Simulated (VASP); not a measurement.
A run of VASP 6.6.1 is set up as follows.

File INCAR:

```
SYSTEM = Si
ALGO = Normal ; EDIFF = 1E-6
EDIFFG = -0.005 ; ENCUT = 600
GGA = PE ; IBRION = 2
ISIF = 3 ; ISMEAR = 0
KPAR = 2 ; LASPH = .TRUE.
LCHARG = .FALSE. ; LREAL = .FALSE.
LWAVE = .FALSE. ; NELM = 120
NSW = 80 ; PREC = Accurate
SIGMA = 0.02
```

The input KPOINTS:

```
k-points
0
G
  10 10 10
  0 0 0
```

POSCAR

```
Si
1.0
    0.0000000000      2.7218512000      2.7218512000
    2.7218512000      0.0000000000      2.7218512000
    2.7218512000      2.7218512000      0.0000000000
Si
2
Direct
    0.7500000000      0.7500000000      0.7500000000
    0.5000000000      0.5000000000      0.5000000000
```

Potentials or basis: VASP PAW PBE potentials, release 64 (Si).

Launch:

```sh
$ cat potpaw_PBE.64/Si/POTCAR > POTCAR
$ mpirun -np 2 vasp_std > vasp.out
```

Question: Estimate the space group after relaxing (to 0.05 Å).

Answer: Fd-3m (No. 227).

Question: What does it give for the relaxed cell?

Answer: a = 3.867 Å, b = 3.867 Å, c = 3.867 Å, α = 60.00°, β = 60.00°, γ = 60.00°.

Question: Estimate the relaxed volume.

Answer: 20.44 Å³/atom.

Question: Estimate the band gap on the k mesh.

Answer: 0.62 eV, indirect (least direct gap 2.56 eV).

Final structure:
```
Si
1.0
     0.00000    2.73429    2.73429
     2.73429    0.00000    2.73429
     2.73429    2.73429    0.00000
Si
2
Cartesian
  4.1014 4.1014 4.1014
  2.7343 2.7343 2.7343
```

A k mesh can miss the band edges.
